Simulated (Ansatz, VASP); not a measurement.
BiMo: VASP beside Ansatz

INCAR

```
PREC = Accurate ; ENCUT = 520
EDIFF = 1E-6 ; ISMEAR = -1
SIGMA = 0.08 ; LREAL = F
LASPH = T ; NELM = 100
ALGO = Normal ; ISIF = 2
LWAVE = F ; LCHARG = F
GGA = PE ; NBANDS = 22
```

Contents of KPOINTS:

```
regular mesh
0
Gamma
  11 11 11
```

File POSCAR:

```
BiMo
1.0
    0.0000000000      3.1993105283      3.1993105283
    3.1993105283      0.0000000000      3.1993105283
    3.1993105283      3.1993105283      0.0000000000
Mo Bi
1 1
Direct
    0.0000000000      0.0000000000      0.0000000000
    0.2500000000      0.2500000000      0.2500000000
```

Input for Ansatz:

```yaml
crystal:
  lattice:
    - [0.0, 3.1993105283, 3.1993105283]
    - [3.1993105283, 0.0, 3.1993105283]
    - [3.1993105283, 3.1993105283, 0.0]
  atoms:
    - { symbol: Mo, position: [0.0, 0.0, 0.0] }
    - { symbol: Bi, position: [0.25, 0.25, 0.25] }
kpoints:
  mp_grid: { grid: [11, 11, 11] }
scf:
  occupations: { method: fermi_dirac, width: 0.08 }
hamiltonian:
  xc: pbe
  pseudopotentials: { kind: all_electron, lapw: { basis_error: 0.0005 } }
output:
  forces: true
  stress: true
  eigenvalues: true
```

Change from the starting cell: volume scaled by 1.04.

Alike in both runs: task single point; functional PBE; k mesh 11 × 11 × 11; occupations fermi-dirac, width 0.08 eV; no spin polarisation.

```csv
,VASP,Ansatz
version,VASP 6.6.1,Ansatz 0.2.0
potentials or method,"VASP PAW PBE potentials, release 64 (Mo_sv, Bi_d)","all-electron LAPW, scalar-relativistic"
plane-wave cutoff (eV),520,see its input
```

```csv
,VASP,Ansatz,Ansatz less VASP
pressure (GPa),-2.3,-2.3,-0.01
```

Ansatz ran all-electron here, so the differences hold the error of VASP's frozen core and of both bases.

Caveats: spin-orbit coupling is left out, which moves the levels of the heavy elements.
